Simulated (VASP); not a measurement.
An input for Quantum ESPRESSO's pw.x (written as the equivalent of a VASP run, and not itself run):

```
&CONTROL
  calculation = 'vc-relax'
  pseudo_dir = './pseudo'
  outdir = './out'
  tprnfor = .true.
  tstress = .true.
  nstep = 60
  forc_conv_thr = 0.00078
/
&SYSTEM
  ibrav = 0
  nat = 4
  ntyp = 2
  ecutwfc = 110
  occupations = 'smearing'
  smearing = 'methfessel-paxton'
  degauss = 0.00735
  input_dft = 'pbesol'
/
&ELECTRONS
  conv_thr = 7.3e-08
  electron_maxstep = 100
/
&IONS
/
&CELL
/
ATOMIC_SPECIES
  La 138.905 La.upf
  O 15.999 O.upf
CELL_PARAMETERS angstrom
     3.4961768    0.0000000    0.0000000
    -1.7480884    3.0277779    0.0000000
     0.0000000    0.0000000    6.3389027
ATOMIC_POSITIONS crystal
  La   0.0000000  0.0000000  0.0000000
  La   0.0000000  0.0000000  0.5000000
  O    0.3333330  0.6666670  0.2500000
  O    0.6666670  0.3333330  0.7500000
K_POINTS automatic
  9 9 5 0 0 0
```

Q: Translate this input to VASP (INCAR, KPOINTS, POSCAR, choice of POTCAR).

A: One answer among several that fit: 
File KPOINTS:
```
Automatic mesh
0
Gamma
9 9 5
0 0 0
```

INCAR:
```
SYSTEM = LaO
PREC = Accurate
ENCUT = 520
EDIFF = 1E-6
NELM = 100
ALGO = Normal
LREAL = .FALSE.
LASPH = .TRUE.
ISMEAR = 1
SIGMA = 0.1
GGA = PS
LMAXMIX = 6
LWAVE = .FALSE.
LCHARG = .FALSE.
IBRION = 2
ISIF = 3
NSW = 60
EDIFFG = -0.02
```

**POSCAR**
```
LaO
1
    3.4961768152     0.0000000000     0.0000000000
   -1.7480884076     3.0277779218     0.0000000000
    0.0000000000     0.0000000000     6.3389026761
La O
2 2
Direct
  0.0000000000   0.0000000000   0.0000000000
  0.0000000000   0.0000000000   0.5000000000
  0.3333330000   0.6666670000   0.2500000000
  0.6666670000   0.3333330000   0.7500000000
```

POTCAR, in this order: La O (PBE.64 set). Program: vasp_std.

The two are equivalent in intent, not identical: the potentials are each code's own (VASP's PAW set, PseudoDojo norm-conserving files in pw.x), so ENCUT and ecutwfc are chosen apart and not converted; conv_thr bounds pw.x's estimated SCF error, while EDIFF bounds the energy change between steps; forc_conv_thr acts on force components and is met together with etot_conv_thr.

The structure was generated: LaO was put into the NiAs type type (P6_3/mmc), which need not be its known phase. This run relaxes it. Symmetry was kept, so distortions that lower it aren't found. The start is the result of an earlier pass.
